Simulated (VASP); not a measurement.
## How biaxial strain in the (110) plane changes Ge

Strain engineering needs slopes: what does biaxial strain in the (110) plane do to the lattice and the band edges of Ge?

Program: VASP 6.6.1. Level of theory: PBEsol; plane waves and PAW (Ge_d), in the first sound run; inputs show where later runs differ. Results are calculated unless marked as measured.

## Step 1: The starting structure

It takes space group Fd-3m (No. 227, cubic). Conventional cell: a = 5.658 Å, b = 5.658 Å, c = 5.658 Å, α = 90.00°, β = 90.00°, γ = 90.00°. Nearest to Ge lie 4 Ge at 2.45 Å.

As a file:

```
Ge
1.0
     0.00000    2.82900    2.82900
     2.82900    0.00000    2.82900
     2.82900    2.82900    0.00000
Ge
2
Direct
  0.00000 0.00000 0.00000
  0.25000 0.25000 0.25000
```

## Step 2: Relax the crystal, PBEsol

The series starts from the cell that this level prefers, so that zero strain is near zero stress.

Level: PBEsol; plane waves and PAW (Ge_d).

Input file INCAR:

```
SYSTEM = Ge
PREC = Accurate
ENCUT = 470
EDIFF = 1E-07
NELM = 120
ISMEAR = 0
SIGMA = 0.02
LREAL = .FALSE.
ALGO = Normal
GGA = PS
NBANDS = 20
LASPH = .TRUE.
LORBIT = 11
LWAVE = .FALSE.
LCHARG = .FALSE.
KPAR = 16
IBRION = 2
NSW = 40
ISIF = 3
EDIFFG = -0.005
POTIM = 0.4
```

Input file POSCAR:

```
Ge
1.0
    0.0000000000      2.8290000000      2.8290000000
    2.8290000000      0.0000000000      2.8290000000
    2.8290000000      2.8290000000      0.0000000000
Ge
2
Direct
    0.0000000000      0.0000000000      0.0000000000
    0.2500000000      0.2500000000      0.2500000000
```

Input file KPOINTS:

```
Automatic mesh
0
Gamma
9 9 9
0 0 0
```

The projector-augmented-wave data sets are Ge_d (PBE family, release 64).

Run with:

```
> mpirun -np 16 vasp_std
```

The program printed:

```text
[banner, memory and clock lines left out]
running   16 mpi-ranks, on    1 nodes
[...]
|                                                                             |
|           W    W    AA    RRRRR   N    N  II  N    N   GGGG   !!!           |
|           W    W   A  A   R    R  NN   N  II  NN   N  G    G  !!!           |
|           W    W  A    A  R    R  N N  N  II  N N  N  G       !!!           |
|           W WW W  AAAAAA  RRRRR   N  N N  II  N  N N  G  GGG   !            |
|           WW  WW  A    A  R   R   N   NN  II  N   NN  G    G                |
|           W    W  A    A  R    R  N    N  II  N    N   GGGG   !!!           |
|                                                                             |
|     For optimal performance we recommend to set                             |
|       NCORE = 2 up to number-of-cores-per-socket                            |
|     NCORE specifies how many cores store one orbital (NPAR=cpu/NCORE).      |
|     This setting can greatly improve the performance of VASP for DFT.       |
[...]
DAV:  12    -0.986720076848E+01    0.32594E-06   -0.11601E-06  1832   0.202E-02    0.292E-04
DAV:  13    -0.986720072504E+01    0.43437E-07   -0.25217E-08   972   0.191E-03
   1 F= -.98672007E+01 E0= -.98671766E+01  d E =-.986720E+01
[...]
N       E                     dE             d eps       ncg     rms          rms(c)
DAV:   1    -0.987787164827E+01   -0.10671E-01   -0.13955E-01  1916   0.728E+00    0.599E-01
DAV:   2    -0.987012961041E+01    0.77420E-02   -0.10020E-02  1828   0.195E+00    0.297E-01
DAV:   3    -0.986767341193E+01    0.24562E-02   -0.38716E-03  1868   0.106E+00    0.698E-02
DAV:   4    -0.986749086403E+01    0.18255E-03   -0.46365E-04  1808   0.414E-01    0.149E-02
DAV:   5    -0.986748796863E+01    0.28954E-05   -0.30941E-05  1652   0.104E-01    0.107E-02
DAV:   6    -0.986748735574E+01    0.61289E-06   -0.18381E-06  1796   0.239E-02    0.613E-04
DAV:   7    -0.986748727270E+01    0.83047E-07   -0.95223E-08   964   0.523E-03
   2 F= -.98674873E+01 E0= -.98674661E+01  d E =-.286548E-03
 trial-energy change:   -0.000287  1 .order   -0.000299   -0.000583   -0.000016
 step:   1.0321(harm=  1.0277)  dis= 0.00000  next Energy=    -9.867488 (dE=-0.287E-03)
 reached required accuracy - stopping structural energy minimisation
```

Wall time 10 s (16 MPI ranks of Intel Xeon Platinum 8375C at 2.90GHz (Ice Lake), shared host); peak memory 2.9 GiB.

The logs omit lines about the potential files and the build; timing stands in the text.

From OUTCAR (step 2):

```text
  Total        0.0027003      0.0027003      0.0027003     -0.0000000      0.0000000      0.0000000
  in kB        0.0949901      0.0949901      0.0949901     -0.0000000      0.0000000      0.0000000
  external PRESSURE =       0.0949901 kB  Pullay stress =       0.0000000 kB

 POSITION                                       TOTAL-FORCE (eV/Angst)
 -----------------------------------------------------------------------------------
      0.00000      0.00000      0.00000        -0.000000     -0.000000     -0.000000
      1.41724      1.41724      1.41724         0.000000      0.000000      0.000000
 -----------------------------------------------------------------------------------
    total drift:                                0.000000      0.000000      0.000000

  FREE ENERGIE OF THE ION-ELECTRON SYSTEM (eV)
  ---------------------------------------------------
  free  energy   TOTEN  =        -9.8674872727 eV

  energy  without entropy=       -9.8674449508  energy(sigma->0) =       -9.86746611

 reached required accuracy - stopping structural energy minimisation

[... 3 further parts left out ...]
[key lines of the parts left out:]
E-fermi :   4.8111
```

Read from the output:

* energy(sigma→0) of the program: -9.8675 eV
* stress, compression positive: 0.01 along [110], 0.01 across it (mean), GPa
* volume: 45.546 Å³
* ionic steps: 2

## Step 3: Strain along the normal, PBEsol

One member in full: the plane is strained by 0.5 %, and the strain along the normal is moved by secant steps until the normal stress is under 0.012 GPa or five steps are spent; the atoms relax at each step.

This step took 3 runs, each at a new trial strain with the atoms of the one before; the last is shown.

Level: PBEsol; plane waves and PAW (Ge_d).

Changes to INCAR since step 2:

```diff
@@ -15,7 +15,7 @@
 LCHARG = .FALSE.
-KPAR = 16
-IBRION = 2
-NSW = 40
-ISIF = 3
-EDIFFG = -0.005
-POTIM = 0.4
+KPAR = 4
+IBRION = 1
+NSW = 25
+ISIF = 2
+EDIFFG = -0.004
+POTIM = 0.3
```

Input file POSCAR:

```
Ge
1.0
   -0.0111323780      2.8375173550      2.8486497340
    2.8375173550     -0.0111323780      2.8486497340
    2.8263849770      2.8263849770      0.0000000000
Ge
2
Direct
    0.9993956602      0.9993956602      0.0006043398
    0.2506043398      0.2506043398      0.2493956602
```

KPOINTS is that of step 2.

Run with:

```
> mpirun -np 4 vasp_std
```

The program printed:

```text
[banner, memory and clock lines left out]
running    4 mpi-ranks, on    1 nodes
[...]
[... a notice as in an earlier step ...]

 LDA part: xc-table for (Slater+PW92), standard interpolation
 POSCAR, INCAR and KPOINTS ok, starting setup
[...]
entering main loop
       N       E                     dE             d eps       ncg     rms          rms(c)
DAV:   1     0.178739927220E+03    0.17874E+03   -0.14121E+04  5332   0.359E+03
DAV:   2     0.152919117519E+02   -0.16345E+03   -0.15939E+03  5016   0.587E+02
DAV:   3    -0.923054665875E+01   -0.24522E+02   -0.24337E+02  5588   0.142E+02
DAV:   4    -0.100011190899E+02   -0.77057E+00   -0.76993E+00  5680   0.298E+01
[...]
DAV:  11    -0.986717575168E+01   -0.96619E-06   -0.63484E-06  6772   0.406E-02    0.188E-03
DAV:  12    -0.986717542229E+01    0.32939E-06   -0.12270E-06  6584   0.207E-02    0.308E-04
DAV:  13    -0.986717539444E+01    0.27854E-07   -0.24869E-08  3528   0.205E-03
   1 F= -.98671754E+01 E0= -.98671744E+01  d E =-.986718E+01
 BRION: g(F)=  0.549E-07 g(S)=  0.000E+00
 reached required accuracy - stopping structural energy minimisation
```

The job ended after 18 s (4 MPI ranks; peak memory 0.8 GiB; 68 s of CPU time).

From OUTCAR (step 3):

```text
  Total       -0.1244023     -0.1244023     -0.1970085      0.1222997      0.0000000      0.0000000
  in kB       -4.3450977     -4.3450977     -6.8810709      4.2716587      0.0000000      0.0000000
  external PRESSURE =      -5.1904221 kB  Pullay stress =       0.0000000 kB

 POSITION                                       TOTAL-FORCE (eV/Angst)
 -----------------------------------------------------------------------------------
      2.82638      2.82638      5.69386         0.000000      0.000000      0.000974
      1.41319      1.41319      1.42777         0.000000      0.000000     -0.000974
 -----------------------------------------------------------------------------------
    total drift:                               -0.000000     -0.000000     -0.000000

  FREE ENERGIE OF THE ION-ELECTRON SYSTEM (eV)
  ---------------------------------------------------
  free  energy   TOTEN  =        -9.8671753944 eV

  energy  without entropy=       -9.8671734736  energy(sigma->0) =       -9.86717443

[... 1 part as in an earlier step ...]

[... 3 further parts left out ...]
[key lines of the parts left out:]
E-fermi :   4.7507
```

Numbers from this step:

- energy(sigma→0) of the program: -9.8672 eV
- stress, compression positive: -0.01 along [110], -0.77 across it (mean), GPa
- ionic steps: 1

## Step 4: Band edges, HSE06

Short lines in KPOINTS_OPT sample the zone centre along and across the normal of the plane, for masses, and the other valleys.

Level: HSE06; plane waves and PAW (Ge_d).

Input file INCAR:

```
SYSTEM = Ge
PREC = Accurate
ENCUT = 470
EDIFF = 1E-06
NELM = 100
ISMEAR = 0
SIGMA = 0.02
LREAL = .FALSE.
ALGO = Normal
LHFCALC = .TRUE.
AEXX = 0.25
GGA = PE
HFSCREEN = 0.2
LASPH = .TRUE.
NBANDS = 19
PRECFOCK = Fast
LWAVE = .FALSE.
LCHARG = .FALSE.
KPAR = 4
```

POSCAR is that of step 3.

Input file KPOINTS:

```
Automatic mesh
0
Gamma
5 5 5
0 0 0
```

Input file KPOINTS_OPT:

```
Line mode
6
Line-mode
Reciprocal
  0.00000000   0.00000000   0.00000000
  0.01590400   0.01590400   0.03180801

  0.00000000   0.00000000   0.00000000
 -0.01602929   0.01602929  -0.00000000

  0.31000000   0.31000000   0.00000000
  0.50000000   0.50000000   0.00000000

  0.00000000   0.31000000   0.31000000
  0.00000000   0.50000000   0.50000000

  0.45000000   0.45000000   0.45000000
  0.50000000   0.50000000   0.50000000

  0.45000000   0.00000000   0.00000000
  0.50000000   0.00000000   0.00000000

  0.42500000   0.42500000   0.00000000
  0.42491141   0.44758025   0.02249166

  0.50000000   0.50000000   0.50000000
  0.48397071   0.51602929   0.50000000
```

Run with:

```
> mpirun -np 4 vasp_std
```

The program printed:

```text
[banner, memory and clock lines left out]
running    4 mpi-ranks, on    1 nodes
[...]
LDA part: xc-table for (Slater+PW92), standard interpolation
 found WAVECAR, reading the header
 POSCAR, INCAR and KPOINTS ok, starting setup
[...]
reading WAVECAR
 the WAVECAR file was read successfully
 initial charge from wavefunction
 entering main loop
       N       E                     dE             d eps       ncg     rms          rms(c)
DAV:   1    -0.106411121710E+02   -0.10641E+02   -0.13249E+00  1341   0.220E+01    0.103E+00
DAV:   2    -0.106363325597E+02    0.47796E-02   -0.55871E-02  1285   0.357E+00    0.742E-01
DAV:   3    -0.106334417195E+02    0.28908E-02   -0.98118E-03  1386   0.184E+00    0.503E-01
DAV:   4    -0.106331617796E+02    0.27994E-03   -0.11348E-03  1294   0.574E-01    0.313E-01
[...]
DAV:   9    -0.106330412763E+02    0.24441E-05   -0.60931E-07   828   0.591E-03    0.236E-02
DAV:  10    -0.106330400370E+02    0.12393E-05   -0.25562E-07   647   0.390E-03    0.139E-02
DAV:  11    -0.106330394034E+02    0.63363E-06   -0.11407E-07   567   0.280E-03
   1 F= -.10633039E+02 E0= -.10633039E+02  d E =-.206164E-15
 Start KPOINTS_OPT (optional k-point list driver)
k-point batch [1-27\48]
       N       E                     dE             ncg
DAV:   1    -0.691773183289E+04   -0.20462E+05     1065
DAV:   2    -0.119607995528E+05   -0.50431E+04     1026
DAV:   3    -0.126218124302E+05   -0.66101E+03     1140
DAV:   4    -0.126556486557E+05   -0.33836E+02     1119
DAV:   5    -0.126562738803E+05   -0.62522E+00     1177
DAV:   6    -0.126562873761E+05   -0.13496E-01     1148
DAV:   7    -0.126562879190E+05   -0.54299E-03     1321
DAV:   8    -0.126562879333E+05   -0.14275E-04      966
DAV:   9    -0.126562879339E+05   -0.59740E-06      712
k-point batch [28-48\48]
       N       E                     dE             ncg
DAV:   1    -0.170363590089E+03   -0.23815E+05      810
DAV:   2    -0.410511674838E+04   -0.39348E+04      798
DAV:   3    -0.463312592215E+04   -0.52801E+03      834
DAV:   4    -0.465434505412E+04   -0.21219E+02      897
DAV:   5    -0.465475691769E+04   -0.41186E+00      918
DAV:   6    -0.465476749679E+04   -0.10579E-01      940
DAV:   7    -0.465476792359E+04   -0.42679E-03     1001
DAV:   8    -0.465476793959E+04   -0.16002E-04      862
DAV:   9    -0.465476794035E+04   -0.76071E-06      646
```

Wall time 13 min (4 MPI ranks); peak memory 1.2 GiB; 53 min of CPU time.

OUTCAR, selected parts (step 4):

```text
  LATTYP: Found a body centered orthorhombic cell.
 ALAT       =     3.9971119670
 B/A-ratio  =     1.0078774676
 C/A-ratio  =     1.4253539843

 Subroutine GETGRP returns: Found  8 space group operations
 (whereof  4 operations were pure point group operations)

The static configuration has the point symmetry C_2v.
 The point group associated with its full space group is D_2h.

 Found     27 irreducible k-points:

   k-points           NKPTS =     27   k-points in BZ     NKDIM =    125   number of bands    NBANDS=     19

   dimension x,y,z NGX =    28 NGY =   28 NGZ =   28
   dimension x,y,z NGXF=    56 NGYF=   56 NGZF=   56

   ENCUT  =  470.0 eV  34.54 Ry    5.88 a.u.   7.11  7.11  7.07*2*pi/ulx,y,z

   NELECT =      28.0000    total number of electrons

  exchange ACFDT corr.  =         0.00000000  see jH, gK, PRB 81, 115126

 E-fermi :   4.7019

 k-point     1 :       0.0000    0.0000    0.0000
  band No.  band energies     occupation
    ...
     10     -23.1382      2.00000
     11      -9.3961      2.00000
     12       4.5177      2.00000
     13       4.5251      2.00000
     14       4.5983      2.00000
     15       5.3326      0.00000
     16       7.7402      0.00000
     17       7.7990      0.00000
     18       7.8135      0.00000
     19      11.7635      0.00000

 k-point     2 :       0.2000   -0.0000    0.0000
  band No.  band energies     occupation
    ...
     10     -23.1229      2.00000
     11      -8.8717      2.00000
     12       0.5368      2.00000
     13       3.8321      2.00000
     14       3.9026      2.00000
     15       6.1020      0.00000
     16       8.6881      0.00000
     17       8.7243      0.00000
     18      10.0827      0.00000
     19      13.4350      0.00000

 POSITION                                       TOTAL-FORCE (eV/Angst)
 -----------------------------------------------------------------------------------
      2.82638      2.82638      5.69386         0.000000      0.000000      0.021051
      1.41319      1.41319      1.42777        -0.000000     -0.000000     -0.021051
 -----------------------------------------------------------------------------------
    total drift:                                0.000000      0.000000     -0.000002

  FREE ENERGIE OF THE ION-ELECTRON SYSTEM (eV)
  ---------------------------------------------------
  free  energy   TOTEN  =       -10.6330394034 eV

  energy  without entropy=      -10.6330394034  energy(sigma->0) =      -10.63303940

[... 1 part as in an earlier step ...]

[... 7 further parts left out ...]
```

Read from the output:

| Property | Result |
| --- | --- |
| energy(sigma→0) of the program | -10.6330 eV |

## Step 5: The table

Hybrid runs start from orbitals of a short PBEsol run, not shown.

The other members went through these steps as far as the tables show, with the same cutoff and, step by step, the same mesh; 50 runs are not shown. The session took 10 core hours (wall time by ranks) on a shared machine.

```csv
in-plane strain (%),strain along the normal (%),"mean of the two in-plane stresses, tension positive (GPa)",energy above the unstrained row (meV/atom)
-1.500,0.740,-2.373,5.646
-1.000,0.421,-1.565,2.637
-0.500,0.230,-0.745,0.749
0,-0.028,0.031,0.000
0.500,-0.285,0.775,0.296
1.000,-0.511,1.524,1.669
1.500,-0.695,2.232,4.113
2.000,-1.018,2.675,7.559
```

Slopes at zero strain, from cubics through all rows: strain ratio -0.454, stress over strain 159 GPa.

Band edges at HSE06, counted from the valence-band top at Γ, with one row partly withheld:

```csv
in-plane strain (%),gap (eV),conduction band at Γ (eV),Δ or X valley along z (eV),Δ or X valley along x (eV),"lowest conduction level at L, [111] (eV)","lowest conduction level at L, [-111] (eV)",second valence level below the top (eV),third valence level below the top (eV)
-1.500,0.690,0.991,0.875,1.025,0.964,0.690,0.025,0.221
-1.000,0.755,0.972,0.970,1.056,0.923,0.755,0.010,0.132
-0.500,0.787,0.914,1.034,1.075,0.873,0.787,0.008,0.074
0,0.828,0.866,1.099,1.098,0.828,0.831,0.000,0.001
0.500,0.706,0.734,1.077,1.044,0.706,0.796,0.073,0.081
1.000,0.602,0.609,1.059,1.003,0.602,0.765,0.132,0.136
1.500,?,?,1.030,0.963,0.497,0.729,0.192,0.193
2.000,0.317,0.317,0.945,0.885,0.351,0.676,0.288,0.310
```

Conduction masses, in electron masses:

```csv
in-plane strain (%),"conduction mass at Γ, across the strain axis or in the plane","L [111] mass, longitudinal","L [111] mass, transverse along [1-10]"
-1.500,0.048,1.598,0.086
-1.000,0.044,1.580,0.085
-0.500,0.039,1.577,0.084
0,0.036,1.554,0.083
0.500,0.033,1.561,0.082
1.000,0.029,1.541,0.081
1.500,0.026,1.535,0.080
2.000,0.024,1.526,0.079
```

## Step 6: A fit to the known rows

The quantity to fit is the conduction level at Γ above the mean of the three top valence levels at HSE06: 1.073, 1.019, 0.941, 0.866, 0.785, 0.698, 0.516 eV in the rows shown.

A least-squares parabola through the 7 rows shown, with e the strain in %: E = − 0.01003 e² − 0.1559 e + 0.8664 (eV), r.m.s. residual 0.0032 eV.

At e = 1.5 this predicts 0.6100 eV.

## Step 7: Checking the prediction

The calculation gives 0.6032 eV, so the prediction is 0.0068 eV too high, more than twice the residual of the fit.

## Step 8: What came out

```yaml
ratio_of_normal_to_in_plane_strain: -0.454
biaxial_modulus: 159 GPa
gap_of_the_unstrained_cell_hse06: 0.83 eV
slope_at_zero_strain_of_the_conduction_level_at_gamma_above_the_mean_of_the_three_top_valence_levels_hse06: -156 meV per %
error_of_the_predicted_row: 6.8 meV
```

What this shows: As a check, the curvature of the energy gives 153 GPa for the same modulus (energy per volume = M × strain²), 4 % from the slope of the stress. The energy also has a linear term worth 0.16 GPa that the stress column lacks, a mark of the finite basis. At HSE06 the lowest conduction valley is in turn L, Γ from the first row to the last, and the gap runs between 0.32 and 0.83 eV. At zero strain Γ and L lie only 37 meV apart here, so their order is sensitive to the level and the lattice constant. The gap at PBEsol is under 0.05 eV in some or all rows and is left out; the elastic columns come from such cells and can be uneven. Hole masses are left out throughout, since the top bands are degenerate or cross in many series; of conduction masses, those of the Γ, L and (for Si and Ge under (001) strain) Δ valleys are kept where they change by under an eighth between rows. A measured gap of unstrained Ge is 0.74 eV (arxiv:cond-mat/0503738, indirect gap, 4.2 K); the static gaps here belong to the lattice relaxed at PBEsol. HSE06 ran on a coarser mesh than the semilocal levels. Spin-orbit coupling is left out at HSE06, so the valence splittings there lack it. Δ or X levels are the lowest on their line, refined by a parabola unless they lie at X; the gap is read from all points sampled and can differ from the lowest valley by some meV, or by tens of meV where strain moves the valence top off Γ. Temperature, zero-point motion and excitons are left out.

[Lines on the potential files, build, host, timing and source positions are cut from VASP's logs without a mark.]

[Logs are printed without paths, hosts, clocks, repeated set-up lines and the standing remarks that a program may print on its own settings, such as how far it seeks lower states.]

[Hosts, paths, dates, database ids (printed as entryN), source tags and the programs' standing remarks are cut or masked in the printed files.]

[In band tables of VASP the shares of atoms and orbitals are scaled to a sum of 1 inside the atoms' spheres.]
